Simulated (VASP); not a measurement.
Here is the system:

Pt3Ti has the cubic space group Pm-3m (No. 221), the Cu3Au type structure, Pearson symbol cP4. Conventional cell: a = b = c = 3.928 Å, α = β = γ = 90.00°. Ti on 1a is coordinated by 12 Pt at 2.778 Å and 6 Ti at 3.928 Å. Pt on 3c is coordinated by 8 Pt at 2.778 Å and 4 Ti at 2.778 Å (cuboctahedral). (Neighbours: up to the widest gap in distance over summed covalent radii, below 1.35, at either atom.)

The numbers are results of rev-vdW-DF2, VASP's PBE PAW potentials (set 64) (plane waves; VASP), not measurements. Numerical set-up: 520 eV cut-off, 8×8×8 Γ-centred mesh, first-order Methfessel-Paxton smearing of 0.10 eV, potentials Ti_sv Pt.

Q: Give the energy at these volumes per atom, relative to the lowest: 14.24, 14.70, 15.15, 15.61, 16.06 Å³.

A: 48.1, 11.4, 0.0, 9.8, 37.2 meV/atom. A third-order Birch-Murnaghan fit gives B0 = 247 GPa and B0′ = 5.0.

Measured: a 3.916 Å (computed value off by +0.3 %), as given by Molecular Dynamics Simulations of PtTi High-Temperature Shape Memory Alloys Based on a Modified Embedded-Atom Method …. The calculation is for a static lattice, while the measured a holds thermal and zero-point effects, which are part of the difference.

The compound is Pt3Ti in the L1_2 structure. It was relaxed first.
